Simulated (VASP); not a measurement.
Given:

```
MgSe
1.0
    0.00000     2.83273     2.83273
    2.83273     0.00000     2.83273
    2.83273     2.83273     0.00000
Mg Se
1 1
Cartesian
  0.00000   0.00000   0.00000
  2.83273   2.83273   2.83273
```

Calculation: RPBE GGA, VASP's PBE PAW potentials (set 64) (plane waves; VASP). Numerical set-up: 520 eV cut-off, 8×8×8 Γ-centred mesh, Gaussian smearing of 0.050 eV, potentials Mg Se.

Question: Predict the energy per atom (σ→0), pressure, band gap (on the k-mesh) with the smallest direct gap where there is one.

Answer: 
| Property | Value |
|---|---|
| band gap (on the k-mesh) | 1.73 eV |
| smallest direct gap (on the k-mesh) | 2.02 eV |
| energy per atom (σ→0) | -3.467 eV/atom |
| pressure | -29.3 kbar |

The compound is MgSe in the rock salt structure. This cell is one point of a volume scan, at 1.06 of the reference volume.
